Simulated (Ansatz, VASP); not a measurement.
## One calculation of Li2HfGaF8, two programs

```
Li Ga F Hf
1.0
     0.00000    5.03800    0.00000
     5.03800    0.00000    0.00000
     2.51900    2.51900   -5.20680
Li Ga F Hf
2 1 8 1
Cartesian
  2.5190 2.5190 0.0000
  2.5190 5.0380 -2.6034
  0.0000 0.0000 0.0000
  3.9899 3.3456 -0.8955
  5.8646 3.5671 -4.3113
  1.0481 1.6924 -0.8955
  4.2114 6.5089 -4.3113
  3.9054 0.9787 -1.8515
  3.4977 3.6516 -3.3553
  1.1326 4.0593 -1.8515
  6.5783 6.4244 -3.3553
  5.0380 2.5190 -2.6034
```

The cell was built by a generator and needn't be a form met in nature.

Alike in both runs: functional r2SCAN; k mesh 4 × 4 × 4; occupations fermi-dirac, width 0.0368 eV; no spin polarisation.

Ansatz relaxed the structure, and its values are those at the end. VASP's run is a single point on that final structure, the one shown.

|  | VASP | Ansatz |
| --- | --- | --- |
| version | VASP 6.6.1 | Ansatz 0.2.0 |
| potentials or method | VASP PAW PBE potentials, release 64 (Li_sv, Ga_d, F, Hf_pv) | PAW plane waves |
| plane-wave cutoff (eV) | 520 | 500 |
| valence electrons in the cell | 85 | 101 |

Ansatz gave:

* rms of the force components (eV/Å): 0.000

Q: What did VASP give for the same quantities?

A: rms of the force components (eV/Å): 0.076.

The functional is the same, so the differences come from potentials, cutoffs and numerics. The two sets of potentials don't hold the same shells in valence.

Caveats: the PAW data sets were made with another functional, which shifts forces and pressure a little (VASP); an odd number of electrons without spin polarisation forces a metal; a magnetic or distorted state may lie lower. Spin-orbit coupling is left out, which matters for the levels of Hf.
